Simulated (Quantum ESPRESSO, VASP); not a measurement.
This is a calculation of AlSn for VASP 6.6.1. Atoms were shifted at random by some hundredths of an Å from the given cell, which wasn't relaxed again for these runs. The cell comes from a database or a generator and needn't be the stable form of this composition.

File INCAR:

```
PREC = Accurate ; ENCUT = 520
EDIFF = 1E-7 ; ISMEAR = -1
SIGMA = 0.05 ; LREAL = F
LASPH = T ; NELM = 80
ALGO = Normal ; ISIF = 2
LWAVE = F ; LCHARG = T
GGA = PE ; LELF = T
LVHAR = T ; NBANDS = 16
```

File KPOINTS:

```
regular mesh
0
Gamma
  7 7 8
```

Contents of POSCAR:

```
AlSn
1.0
    4.1981056157      0.0000000000      0.0000000000
   -2.0990528078      3.6356661109      0.0000000000
    0.0000000000      0.0000000000      3.3068470000
Sn Al
1 1
Direct
    0.3314630000      0.6605900000      0.4958650000
    0.0056420000      0.0042750000     -0.0054530000
```

Potentials or basis: VASP PAW PBE potentials, release 64 (Sn_d, Al).

Run with:

```console
$ cat potpaw_PBE.64/Sn_d/POTCAR potpaw_PBE.64/Al/POTCAR > POTCAR
$ mpirun -np 1 vasp_std > vasp.out
```

**Question.** What does the same run look like in Quantum ESPRESSO 7.5? Potentials or basis there: SSSP 1.3 efficiency PBE, cutoff 816 eV.

**Answer.** As run (cutoffs and basis follow the program's own potentials, and thresholds, step limits or extra output files can differ):

Contents of pw.in:

```
&CONTROL
  calculation = 'scf'
  prefix = 'pwscf'
  outdir = './tmp'
  pseudo_dir = './pseudo'
  tprnfor = .true.
  tstress = .true.
  disk_io = 'nowf'
/
&SYSTEM
  ibrav = 0
  nat = 2
  ntyp = 2
  ecutwfc = 60
  ecutrho = 480
  nbnd = 15
  occupations = 'smearing'
  smearing = 'fd'
  degauss = 0.00367493
/
&ELECTRONS
  conv_thr = 4d-10
  electron_maxstep = 120
  mixing_beta = 0.5
/
ATOMIC_SPECIES
Sn   118.7100 Sn_pbe_v1.uspp.F.UPF
Al    26.9815 Al.pbe-n-kjpaw_psl.1.0.0.UPF
CELL_PARAMETERS angstrom
   4.1981056157    0.0000000000    0.0000000000
  -2.0990528078    3.6356661109    0.0000000000
   0.0000000000    0.0000000000    3.3068470000
ATOMIC_POSITIONS crystal
Sn     0.3314630000    0.6605900000    0.4958650000
Al     0.0056420000    0.0042750000   -0.0054530000
K_POINTS automatic
7 7 8 0 0 0
```

Potentials or basis: SSSP 1.3 efficiency PBE.

Command:

```bash
$ OMP_NUM_THREADS=1 pw.x -in pw.in > pw.out
```

Both were run:

|  | VASP | Quantum ESPRESSO |
| --- | --- | --- |
| Pressure | 0.2 GPa | 0.3 GPa |
| Largest force | 0.147 eV/Å | 0.148 eV/Å |

Pressure is positive in compression.
